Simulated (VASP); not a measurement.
Output of a VASP run:

File OSZICAR:
```
       N       E                     dE             d eps       ncg     rms          rms(c)
DAV:   1     0.343712949386E+02    0.34371E+02   -0.42871E+03  1016   0.993E+02
DAV:   2    -0.372726821221E+01   -0.38099E+02   -0.36509E+02  1010   0.165E+02
DAV:   3    -0.469284580202E+01   -0.96558E+00   -0.94993E+00  1182   0.364E+01
DAV:   4    -0.471183024949E+01   -0.18984E-01   -0.18951E-01  1284   0.457E+00
DAV:   5    -0.471225336800E+01   -0.42312E-03   -0.42308E-03  1184   0.598E-01    0.116E+01
DAV:   6    -0.606896606080E+01   -0.13567E+01   -0.41168E+01  1147   0.103E+02    0.129E+01
DAV:   7    -0.394855074127E+01    0.21204E+01   -0.19175E+01  1067   0.650E+01    0.220E+00
DAV:   8    -0.428830518039E+01   -0.33975E+00   -0.45306E-01  1465   0.713E+00    0.169E+00
DAV:   9    -0.478608849501E+01   -0.49778E+00   -0.99958E-01  1365   0.104E+01    0.131E+00
DAV:  10    -0.516440478595E+01   -0.37832E+00   -0.13695E+00  1236   0.132E+01    0.829E-01
DAV:  11    -0.521153735082E+01   -0.47133E-01   -0.16783E-01  1225   0.562E+00    0.248E-01
DAV:  12    -0.521519619545E+01   -0.36588E-02   -0.27986E-02  1323   0.162E+00    0.238E-01
DAV:  13    -0.521498150035E+01    0.21470E-03   -0.29127E-03  1355   0.948E-01    0.738E-02
DAV:  14    -0.521500470663E+01   -0.23206E-04   -0.26784E-04  1411   0.244E-01    0.431E-02
DAV:  15    -0.521507354199E+01   -0.68835E-04   -0.41717E-04  1251   0.188E-01    0.142E-02
DAV:  16    -0.521507252574E+01    0.10162E-05   -0.20074E-05  1310   0.494E-02    0.443E-03
DAV:  17    -0.521507248010E+01    0.45642E-07   -0.19740E-06   547   0.246E-02
   1 F= -.52150725E+01 E0= -.52144767E+01  d E =-.178748E-02
```

File OUTCAR:
```
------------------------ aborting loop because EDIFF is reached ----------------------------------------
  FORCE on cell =-STRESS in cart. coord.  units (eV):
  Direction    XX          YY          ZZ          XY          YZ          ZX
  --------------------------------------------------------------------------------------
  Total       -0.0799932     -0.0799932     -0.0799932      0.0000000      0.0000000      0.0000000
  in kB       -5.2009718     -5.2009718     -5.2009718      0.0000000      0.0000000      0.0000000
  external PRESSURE =      -5.2009718 kB  Pullay stress =       0.0000000 kB
  volume of cell :       24.64
      direct lattice vectors                 reciprocal lattice vectors
     2.910000000  0.000000000  0.000000000     0.343642612  0.000000000  0.000000000
     0.000000000  2.910000000  0.000000000     0.000000000  0.343642612  0.000000000
     0.000000000  0.000000000  2.910000000     0.000000000  0.000000000  0.343642612
 POSITION                                       TOTAL-FORCE (eV/Angst)
 -----------------------------------------------------------------------------------
      1.45500      1.45500      1.45500         0.000000      0.000000      0.000000
      0.00000      0.00000      0.00000         0.000000      0.000000      0.000000
 -----------------------------------------------------------------------------------
    total drift:                               -0.000000      0.000000      0.000000
  FREE ENERGIE OF THE ION-ELECTRON SYSTEM (eV)
  ---------------------------------------------------
  free  energy   TOTEN  =        -5.2150724801 eV

  energy  without entropy=       -5.2132849977  energy(sigma->0) =       -5.21447665

 total charge

# of ion       s       p       d       tot
------------------------------------------
    1        0.384   0.408   0.000   0.792
    2        0.434   0.518   6.587   7.539
--------------------------------------------------
tot          0.818   0.927   6.587   8.331
```
(Selected blocks of OUTCAR.)

POSCAR:
```
FeAl
1
    2.9100000000     0.0000000000     0.0000000000
    0.0000000000     2.9100000000     0.0000000000
    0.0000000000     0.0000000000     2.9100000000
Al Fe
1 1
Direct
  0.5000000000   0.5000000000   0.5000000000
  0.0000000000   0.0000000000   0.0000000000
```

Write an INCAR and KPOINTS that could have produced this output.

One answer among several that fit: the input of the run itself, PBE GGA + U (Dudarev), plane waves, VASP's PBE PAW potentials (set 64).

### KPOINTS
```
Automatic mesh
0
Gamma
11 11 11
0 0 0
```

### INCAR
```
! general
SYSTEM    = FeAl
PREC      = Accurate
ENCUT     = 400
LREAL     = .False.
LASPH     = .True.

! electronic loop
EDIFF     = 1E-6
NELM      = 100
ALGO      = Normal
LMAXMIX   = 4

! smearing
ISMEAR    = 1
SIGMA     = 0.1

! functional
GGA       = PE

! DFT+U
LDAU      = .True.
LDAUTYPE  = 2
LDAUL     = -1 2
LDAUU     = 0 8.0
LDAUJ     = 0 0
LDAUPRINT = 1

! ions
ISIF      = 2

! output
LWAVE     = .False.
LCHARG    = .False.
LORBIT    = 10
```

POTCAR, in this order: Al Fe (PBE.64 set). Program: vasp_std.

The compound is FeAl in the CsCl type structure. The cell was not relaxed at this level. The run is one of a series of settings (LDAU = .TRUE., LDAUJ = 0 0, LDAUL = -1 2, LDAUTYPE = 2, LDAUU = 0 8.0 against the base run), some of them coarse on purpose. The run is not spin-polarised, so no magnetic state was tried. The electron count is odd and the run is not spin-polarised, which forces a metal.
